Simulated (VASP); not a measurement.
Given:

```
ZrB2
1.0
    3.16752     0.00000     0.00000
   -1.58376     2.74315     0.00000
    0.00000     0.00000     3.55239
Zr B
1 2
Direct
  0.00000   0.00000   0.00000
  0.33333   0.66667   0.50000
  0.66667   0.33333   0.50000
```

Level of theory: PBE GGA, VASP's PBE PAW potentials (set 64) (plane waves; VASP). Run with 400 eV cut-off, 16×16×12 Γ-centred mesh, Fermi-Dirac smearing of 0.14 eV, potentials Zr_sv B.

Problem. Predict the energy per atom (σ→0), band gap (on the k-mesh) with the smallest direct gap where there is one.

Solution. 
```
Quantity                                                    Result
------------------------  ----------------------------------------
band gap (on the k-mesh)  none (metal, semimetal or under 0.01 eV)
energy per atom (σ→0)                               -8.326 eV/atom
```

Total energies compare only between runs with the same potentials, cut-off and functional.

The structure comes from a computed database's ZrB2 entry; how it stands against other phases isn't given here. The cell was not relaxed at this level.
